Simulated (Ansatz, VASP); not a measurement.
# Ga12Sb5As7 (generalised stacking fault on (111) (shuffle set) of a GaAs-GaSb solid solution) in two plane-wave programs

Aim: how closely do two programs agree when they are given the same cell, functional and k mesh? The structure shown is the end of the Ansatz relaxation below.

Program: Ansatz 0.2.0. Level of theory: plane waves, with VASP 6.6.1 beside it; single point at PBE. Results are calculated unless marked as measured.

## (1) Starting point

The cell holds 48 atoms: 24 Ga, 10 Sb and 14 As. Cell: a = 8.267 Å, b = 7.159 Å, c = 20.260 Å, α = 90.0°, β = 88.1°, γ = 90.0°. It derives from GaAs. As first built, before any earlier steps moved the atoms: zinc-blende GaAs (a = 5.8453 A), cell with z along [111], 2 x 1 x 2 periods; the third cell vector is tilted by 0.167 of 1/2[1-10] and lengthened by 0 A, so the cell holds one fault (shuffle set); displaced by a Gaussian of 0.01 A; 10 of 24 As sites given to Sb at random (lattice constant by Vegard's rule between GaAs and GaSb). The structure's axis is c.

## (2) Ansatz: relaxation, PBE

Ansatz runs on its default PAW (the set named soft_2) files.

This run makes the geometry at which the two programs are then compared.

File input.yaml:

```yaml
crystal:
  lattice:
    - [8.2665, 0.0, 0.0]
    - [0.0, 7.159, 0.0]
    - [0.68885, 0.0, 20.24871]
  atoms:
    - { symbol: Ga, position: [0.6736, 0.49949, 0.93768] }
    - { symbol: Sb, position: [0.74425, 0.4992, 0.06321] }
    - { symbol: Ga, position: [0.74126, 0.83, 0.10396] }
    - { symbol: As, position: [0.72961, 0.83388, 0.2295] }
    - { symbol: Ga, position: [0.17283, 0.49954, 0.93758] }
    - { symbol: As, position: [0.24559, 0.4992, 0.06177] }
    - { symbol: Ga, position: [0.24159, 0.82928, 0.10454] }
    - { symbol: As, position: [0.2309, 0.834, 0.22878] }
    - { symbol: Ga, position: [0.42169, 0.99956, 0.93837] }
    - { symbol: As, position: [0.49521, 0.99925, 0.06255] }
    - { symbol: Ga, position: [0.49246, 0.33332, 0.10376] }
    - { symbol: As, position: [0.48183, 0.3356, 0.22934] }
    - { symbol: Ga, position: [0.47626, 0.66593, 0.2709] }
    - { symbol: As, position: [0.46642, 0.66478, 0.39516] }
    - { symbol: Ga, position: [0.72926, 0.16793, 0.27045] }
    - { symbol: Sb, position: [0.71816, 0.16633, 0.39564] }
    - { symbol: Ga, position: [0.71117, 0.49978, 0.43723] }
    - { symbol: Sb, position: [0.7045, 0.49925, 0.56253] }
    - { symbol: Ga, position: [0.70281, 0.83457, 0.6035] }
    - { symbol: Sb, position: [0.68855, 0.83417, 0.7283] }
    - { symbol: Ga, position: [0.92398, 0.99944, 0.93813] }
    - { symbol: Sb, position: [0.99471, 0.00078, 0.06254] }
    - { symbol: Ga, position: [0.98984, 0.33452, 0.10452] }
    - { symbol: As, position: [0.98095, 0.33382, 0.22945] }
    - { symbol: Ga, position: [0.97912, 0.6683, 0.26992] }
    - { symbol: Sb, position: [0.96695, 0.66748, 0.3962] }
    - { symbol: Ga, position: [0.22456, 0.16454, 0.27121] }
    - { symbol: As, position: [0.21899, 0.16734, 0.3957] }
    - { symbol: Ga, position: [0.21363, 0.5001, 0.43672] }
    - { symbol: As, position: [0.20382, 0.50078, 0.56304] }
    - { symbol: Ga, position: [0.20065, 0.8358, 0.60407] }
    - { symbol: As, position: [0.1896, 0.83168, 0.72965] }
    - { symbol: Ga, position: [0.46401, 0.99942, 0.43695] }
    - { symbol: As, position: [0.4525, 0.00019, 0.56227] }
    - { symbol: Ga, position: [0.44942, 0.33277, 0.604] }
    - { symbol: As, position: [0.43962, 0.33311, 0.72967] }
    - { symbol: Ga, position: [0.43412, 0.66692, 0.77153] }
    - { symbol: Sb, position: [0.42558, 0.66746, 0.89552] }
    - { symbol: Ga, position: [0.68662, 0.16802, 0.77052] }
    - { symbol: Sb, position: [0.67455, 0.16664, 0.89623] }
    - { symbol: Ga, position: [0.96264, 0.99782, 0.43705] }
    - { symbol: Sb, position: [0.95245, 0.0022, 0.56253] }
    - { symbol: Ga, position: [0.95169, 0.33333, 0.60397] }
    - { symbol: As, position: [0.93824, 0.33141, 0.72925] }
    - { symbol: Ga, position: [0.938, 0.66722, 0.77169] }
    - { symbol: As, position: [0.92299, 0.66543, 0.89609] }
    - { symbol: Ga, position: [0.18542, 0.16662, 0.77061] }
    - { symbol: Sb, position: [0.17711, 0.16416, 0.8957] }
kpoints:
  mp_grid: { grid: [2, 2, 1] }
hamiltonian:
  xc: pbe
scf:
  occupations: { method: fermi_dirac, width: 0.025 }
output:
  forces: true
relax:
  f_tol: 0.04
  max_steps: 150
  constraints:
    - { sites: [0, 1, 2, 3, 4, 5, 6, 7, 8, 9, 10, 11, 12, 13, 14, 15, 16, 17, 18, 19, 20, 21, 22, 23, 24, 25, 26, 27, 28, 29, 30, 31, 32, 33, 34, 35, 36, 37, 38, 39, 40, 41, 42, 43, 44, 45, 46, 47], fix: xy }
```

On the command line:

```bash
$ ansatz run input.yaml --threads 4 --pin off --max-ram 8192MiB --backend cpu --events-out ev --progress --plain --runs-dir out
```

Numbers of over 12 decimals in the logs are rounded to 6 here.

What it wrote:

```text
Engine: ansatz 0.2.0, aarch64-unknown-linux-gnu
Pseudopotentials: kind: paw
Pseudopotential: Ga, paw, valence charge 13, recommended cutoff 420 eV (normal), Ga.paw.azcp
Pseudopotential: Sb, paw, valence charge 15, recommended cutoff 420 eV (normal), Sb.paw.azcp
Pseudopotential: As, paw, valence charge 15, recommended cutoff 420 eV (normal), As.paw.azcp
Functional definition: PBE
  parameter kappa = 0.804
  parameter beta = 0.066725
  exchange = pbe_x(kappa = kappa, mu = beta*pi^2/3)
  correlation = pbe_c(beta = beta)
Crystal: 48 atoms, lattice volume = 1198.316 Å³
Basis set: ecut = 420 eV, 23373 PW (Γ), exchange–correlation on 120×96×288 points (8 copies of the dense FFT grid, shifted against one another)
Bands: 404, of which v1, the nominal top of the filled ones, is band 336 counted from 1 (335 counted from 0)
Symmetry: 1 space group operations
Space group: P1 (ITA 1), of the structure as read, at distance tolerance 1.1e-4 Å
k-points: 4
Non-local potential: Ga, projectors of the file, l = 0: 2, l = 1: 2, l = 2: 3, l = 3: 1
Non-local potential: Sb, projectors of the file, l = 0: 2, l = 1: 2, l = 2: 2, l = 3: 2
Non-local potential: As, projectors of the file, l = 0: 2, l = 1: 2, l = 2: 3, l = 3: 1
PAW form: soft (Blöchl's): semilocal exchange-correlation on the pseudo side does not see the compensation charge
PAW one-centre angular grid: Ga, 590 points (default); XC on 64 Gauss nodes
PAW one-centre angular grid: Sb, 590 points (default); XC on 64 Gauss nodes
PAW one-centre angular grid: As, 590 points (default); XC on 64 Gauss nodes
Initial density: superposition of atomic densities (neutral atoms: chi_scale 0, normalization atom), corrected by the library's trained network
Initial wavefunctions: pseudopotential atomic-orbital guess
Functional: x = pbe(κ = 0.804, μ = 0.219515), c = pbe(β = 0.066725)
SCF iter   1: F=—  HF=-223631.115424 eV  |F-HF|=—  |Δ(HF+E_count)|=         —  Δρ=1.61e-3  dr2=5.34e-2  ethr=1.77e-3  ⟨swp⟩=6.0  Hψ=5862  notcnv=0  defer=5
preconditioner: auto → LDOS  [insulator: Δε(μ)=0.082 eV  Ē_g=14.130 eV  σ=0.025 eV  W_gap=0.68  n_scr=306 (ndim 8)  ℏωp=22.3 eV  f_vac=0.086  D(μ)=5.44/eV (n_scr^D=12)  ε∞_Penn≈3.5  β→1.0]
SCF iter   2: F=—  HF=-223631.085294 eV  |F-HF|=—  |Δ(HF+E_count)|=   3.01e-2  Δρ=1.28e-3  dr2=3.82e-2  ethr=7.95e-6  ⟨swp⟩=2.0  Hψ=2950  notcnv=0  defer=243
SCF iter   3: F=—  HF=-223631.073455 eV  |F-HF|=—  |Δ(HF+E_count)|=   1.18e-2  Δρ=3.08e-4  dr2=3.02e-3  ethr=5.69e-6  ⟨swp⟩=2.2  Hψ=2435  notcnv=0  defer=243
SCF iter   4: F=—  HF=-223631.072523 eV  |F-HF|=—  |Δ(HF+E_count)|=   9.32e-4  Δρ=6.00e-5  dr2=6.62e-5  ethr=4.49e-7  ⟨swp⟩=2.0  Hψ=2466  notcnv=0  defer=243
iter 5 did not close the SCF: its close was put off for the readings that it lacked (scf_convergence_deferred on its scf_iter line)
SCF iter   5: F=-223631.072539 eV  HF=-223631.072548 eV  |F-HF|=8.73e-6  |Δ(HF+E_count)|=   2.47e-5  Δρ=2.75e-5  dr2=1.68e-5  ethr=9.85e-9  ⟨swp⟩=2.0  Hψ=2438  notcnv=0  defer=243
SCF iter   6: F=-223631.072548 eV  HF=-223631.072550 eV  |F-HF|=1.37e-6  |Δ(HF+E_count)|=   2.23e-6  Δρ=8.18e-6  dr2=1.84e-6  ethr=2.50e-9  ⟨swp⟩=2.0  Hψ=5369  notcnv=0
SCF 1 converged in 6 iterations: F = -223631.072548 eV  dr2 = 1.84e-6
  greatest PAW one-centre occupation: 0.999 electrons in one spin orbital (limit 2), on the As atom at site 9 (counted from 0), in its partial waves of l = 2
relax step   1: F+E_penalty+E_count = -223631.07254847 eV  Δ(F+E_penalty+E_count) = +0.000e0 eV  max|allowed force component| = 1.368e0 eV/Å  Δτ_max = 0.0000 Å  (6 SCF iters, dr2 threshold 4.00e-5 eV, accepted)
[...]
relax step   3: F+E_penalty+E_count = -223632.09996681 eV  Δ(F+E_penalty+E_count) = -7.292e-2 eV  max|allowed force component| = 4.052e-2 eV/Å  Δτ_max = 0.0723 Å  (6 SCF iters, dr2 threshold 5.32e-6 eV, accepted)
[...]
relax step   4: F+E_penalty+E_count = -223632.10061019 eV  Δ(F+E_penalty+E_count) = -6.434e-4 eV  max|allowed force component| = 3.300e-3 eV/Å  Δτ_max = 0.0078 Å  (5 SCF iters, accepted)
SCF converged after 5 iterations
Free energy (F): -223632.100610 eV
Harris-Foulkes:  -223632.100610 eV  (|F-HF|=1.44e-8)
Internal energy: -223632.089098 eV  (E = F + TS)
E sigma→0 (E₀):  -223632.094854 eV
Entropy (-TS):   -0.011512 eV (-0.240 meV/atom)
Fermi energy:    8.152555 eV
--- Per-component energies (eV) ---
  E_band       = -6958.887875
  E_kinetic    = 6305.815398
  E_local      = -94201.478904  (includes V_loc(G=0)·N_el)
  E_nonlocal   = 4431.982855
  E_hartree    = 45776.276896
  E_xc         = -4153.076679
  E_vxc        = -3466.109917  (∫ρ·V_xc dr)
  E_paw        = -119186.982429  (= ΣΔE_a)
  E_vpaw       = -11581.647940  (= ΣTr[D̂ρ^β])
  E_aug_tail   = -0.002632  (compensation charges beyond the density's cutoff)
  E_ewald      = -62604.623604
  E_smearing   = -0.011512  (= −TS)
  E_closure    = 0.000000  (closes the sum)
  Σ components = -223632.100610   (vs F -223632.100610, Δ=0.00e0)
--- Forces (eV/Å), atoms counted from 1 ---
  atom   1  Ga     0.69408458     0.28877020    -0.00111005
  atom   2  Sb    -0.31887253     0.12728305     0.00131049
  atom   3  Ga    -0.50772490     0.31439038     0.00141603
  atom   4  As    -0.28787450    -0.13911569     0.00100410
  atom   5  Ga    -0.38637812     0.10697141    -0.00155003
  atom   6  As    -0.49377772    -0.02116396     0.00218460
  atom   7  Ga     0.71883587    -0.29707521     0.00124258
  atom   8  As     0.24578762     0.11359761     0.00008242
  atom   9  Ga     0.33356678    -0.01543522    -0.00119881
  atom  10  As    -0.52290275     0.08797400    -0.00068275
  atom  11  Ga    -0.66849350    -0.44925277     0.00045446
  atom  12  As    -0.49330787     0.00345808    -0.00012222
  atom  13  Ga     0.00191311     0.03719079     0.00329852
  atom  14  As    -0.32233334     0.22836089    -0.00115837
  atom  15  Ga    -0.13436099    -0.07318689     0.00025264
  atom  16  Sb    -0.48567841    -0.09512023    -0.00134704
  atom  17  Ga    -0.49198457     0.30628161    -0.00112952
  atom  18  Sb     0.04222125    -0.27905843     0.00045998
  atom  19  Ga    -1.10725275     0.24721161     0.00087867
  atom  20  Sb     0.44213447    -0.28773544    -0.00108913
  atom  21  Ga    -0.16164395    -0.94856230    -0.00061563
  atom  22  Sb    -0.23696881    -0.03198739    -0.00101118
  atom  23  Ga     0.95027028     0.20726571     0.00224018
  atom  24  As     0.23084386     0.01127453     0.00087660
[...]
atom  41  Ga     0.88551405     0.65434333    -0.00083260
  atom  42  Sb     0.64120484     0.34976245     0.00113805
  atom  43  Ga     0.55094639     0.45321773     0.00005602
  atom  44  As     0.15985172     0.48284811    -0.00123949
  atom  45  Ga     0.55068655    -0.35794828     0.00081987
  atom  46  As     0.60271244     0.11144405    -0.00106697
  atom  47  Ga     0.25244173    -0.13313839    -0.00207754
  atom  48  Sb     0.58410748     0.41847020     0.00218523
  max |Σ_I F_I| component: 5.61e-5 eV/Å
--- Relaxed structure (4 steps of the walk, 4 accepted, 0 SCFs on fresh bases) ---
  F+E_penalty+E_count = -223632.10061019 eV   max|allowed force component| = 3.300e-3 eV/Å
  atoms:
    - { symbol: Ga, position: [0.673669, 0.499490, 0.936854] }
    - { symbol: Sb, position: [0.744474, 0.4992, 0.060523] }
    - { symbol: Ga, position: [0.740768, 0.830000, 0.109861] }
    - { symbol: As, position: [0.729578, 0.833880, 0.229888] }
    - { symbol: Ga, position: [0.172017, 0.49954, 0.947333] }
    - { symbol: As, position: [0.245121, 0.4992, 0.067393] }
    - { symbol: Ga, position: [0.241256, 0.82928, 0.108544] }
    - { symbol: As, position: [0.230768, 0.834, 0.230359] }
    - { symbol: Ga, position: [0.420602, 0.999560, 0.951426] }
    - { symbol: As, position: [0.494611, 0.999250, 0.069737] }
    - { symbol: Ga, position: [0.491955, 0.33332, 0.109816] }
    - { symbol: As, position: [0.481668, 0.335600, 0.231288] }
    - { symbol: Ga, position: [0.476020, 0.665930, 0.273779] }
    - { symbol: As, position: [0.466202, 0.664780, 0.397780] }
    - { symbol: Ga, position: [0.730187, 0.167930, 0.259324] }
    - { symbol: Sb, position: [0.718840, 0.16633, 0.387483] }
    - { symbol: Ga, position: [0.711692, 0.499780, 0.430966] }
    - { symbol: Sb, position: [0.704848, 0.499250, 0.558352] }
    - { symbol: Ga, position: [0.703264, 0.83457, 0.598047] }
    - { symbol: Sb, position: [0.688850, 0.83417, 0.724703] }
    - { symbol: Ga, position: [0.924091, 0.999440, 0.936804] }
    - { symbol: Sb, position: [0.994804, 0.00078, 0.061411] }
    - { symbol: Ga, position: [0.989450, 0.334520, 0.109204] }
    - { symbol: As, position: [0.980968, 0.33382, 0.229237] }
    - { symbol: Ga, position: [0.979958, 0.6683, 0.259860] }
    - { symbol: Sb, position: [0.967613, 0.66748, 0.388248] }
    - { symbol: Ga, position: [0.224376, 0.164540, 0.273414] }
    - { symbol: As, position: [0.218839, 0.167340, 0.397508] }
    - { symbol: Ga, position: [0.213219, 0.5001, 0.441656] }
    - { symbol: As, position: [0.203577, 0.500780, 0.565953] }
    - { symbol: Ga, position: [0.200494, 0.835800, 0.605945] }
    - { symbol: As, position: [0.189673, 0.83168, 0.728778] }
    - { symbol: Ga, position: [0.463793, 0.999420, 0.439549] }
    - { symbol: As, position: [0.452408, 0.00019, 0.563378] }
    - { symbol: Ga, position: [0.449364, 0.33277, 0.604672] }
    - { symbol: As, position: [0.439853, 0.33311, 0.726877] }
    - { symbol: Ga, position: [0.434561, 0.666920, 0.766242] }
    - { symbol: Sb, position: [0.425530, 0.66746, 0.896118] }
    - { symbol: Ga, position: [0.686996, 0.168020, 0.766005] }
    - { symbol: Sb, position: [0.674698, 0.16664, 0.894456] }
    - { symbol: Ga, position: [0.963153, 0.997820, 0.430895] }
    - { symbol: Sb, position: [0.952825, 0.0022, 0.558025] }
    - { symbol: Ga, position: [0.951280, 0.333330, 0.608884] }
    - { symbol: As, position: [0.938124, 0.331410, 0.730648] }
    - { symbol: Ga, position: [0.937693, 0.66722, 0.775374] }
    - { symbol: As, position: [0.922725, 0.66543, 0.899268] }
    - { symbol: Ga, position: [0.186029, 0.166620, 0.763302] }
    - { symbol: Sb, position: [0.177225, 0.164160, 0.894314] }
```

[end of part 1 of 2]

[Lines on the potential files, build, host, timing and source positions are cut from VASP's logs without a mark.]

[Logs are printed without paths, hosts, clocks, repeated set-up lines and the standing remarks that a program may print on its own settings, such as how far it seeks lower states.]

[Hosts, paths, dates, database ids (printed as entryN), source tags and the programs' standing remarks are cut or masked in the printed files.]
